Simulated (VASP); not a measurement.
Consider the following.

```yaml
crystal:
  lattice:
    - [5.20768, 0.00000, 0.00000]
    - [-2.60384, 4.50998, 0.00000]
    - [0.00000, 0.00000, 2.91404]
  atoms:
    - { symbol: Ta, position: [0.00000, 0.00000, 0.00000] }
    - { symbol: Ta, position: [0.33333, 0.66667, 0.50000] }
    - { symbol: Ta, position: [0.66667, 0.33333, 0.50000] }
    - { symbol: N, position: [0.39250, 0.00000, 0.00000] }
    - { symbol: N, position: [0.60750, 0.60750, 0.00000] }
    - { symbol: N, position: [0.00000, 0.39250, 0.00000] }
```

Method: r2SCAN meta-GGA, VASP's PBE PAW potentials (set 64) (plane waves; VASP 6.6.1). Settings: 520 eV cut-off, 8×8×12 Γ-centred mesh, tetrahedra with Blöchl corrections, potentials Ta_pv N.

The cores are frozen, which limits the accuracy of field gradients.

Give the principal components of the electric field gradient (V/Å²) and the asymmetry η at each nucleus.

```tsv
atom	Vxx	Vyy	Vzz	η
Ta1	-93.1	-93.1	186.1	0.00
Ta2	99.4	99.4	-198.8	0.00
Ta3	99.4	99.4	-198.8	0.00
N4	9.5	4.6	-14.1	0.35
N5	9.5	4.6	-14.1	0.35
N6	9.5	4.6	-14.1	0.35
```

The structure comes from a computed database's TaN entry (P-62m); how it stands against other phases isn't given here. It was relaxed first.
